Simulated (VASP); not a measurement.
Be3Te2Se:

```
Be Te Se
1.0
     5.94386    0.00000    0.00000
    -2.97193    5.14754    0.00000
     0.00000    0.00000    3.66237
Be Te Se
3 2 1
Cartesian
  2.9719 0.0000 1.8312
  1.4860 2.5738 1.8312
  -1.4860 2.5738 1.8312
  0.0000 3.4317 0.0000
  2.9719 1.7158 0.0000
  0.0000 0.0000 0.0000
```

The cell was built by a generator and needn't be a form met in nature.

- Program: VASP 6.6.1
- Task: relaxation of cell and atoms
- Functional: PBE
- Potentials or basis: VASP PAW PBE potentials, release 64 (Be, Te, Se)
- Cutoff: 520 eV
- k mesh: 3 × 3 × 4
- Occupations: gaussian, width 0.15 eV
- Spin: no spin polarisation

At the start: pressure 4.6 GPa; volume 18.68 Å³/atom.

**Question.** Where does the relaxation end?

**Answer.** Over 4 steps the energy falls by 139.6 meV/atom and the volume is 21.09 Å³/atom (+12.9 %); space group P6/mmm (No. 191, to 0.05 Å).

The path:
| step | energy change (eV) | largest force (eV/Å) | pressure (GPa) | volume (Å³) |
| --- | --- | --- | --- | --- |
| 1 | 0.0000 | 0.0000 | 4.59 | 112.05 |
| 2 | -0.7001 | 0.0000 | 1.54 | 120.62 |
| 3 | -0.8334 | 0.0000 | 0.29 | 125.41 |
| 4 | -0.8376 | 0.0000 | 0.00 | 126.53 |

Final structure:
```cif
data_structure
_symmetry_space_group_name_H-M 'P 1'
_symmetry_Int_Tables_number 1
_cell_length_a 6.5173
_cell_length_b 6.5173
_cell_length_c 3.4397
_cell_angle_alpha 90.000
_cell_angle_beta 90.000
_cell_angle_gamma 120.000
_cell_volume 126.53
loop_
_atom_site_label
_atom_site_type_symbol
_atom_site_fract_x
_atom_site_fract_y
_atom_site_fract_z
_atom_site_occupancy
Be1 Be 0.50000 0.00000 0.50000 1
Be2 Be 0.50000 0.50000 0.50000 1
Be3 Be 0.00000 0.50000 0.50000 1
Te1 Te 0.33333 0.66667 0.00000 1
Te2 Te 0.66667 0.33333 0.00000 1
Se1 Se 0.00000 0.00000 0.00000 1
```

Caveat: the k mesh is coarse (spacing up to 0.43 Å⁻¹), so the values aren't converged.
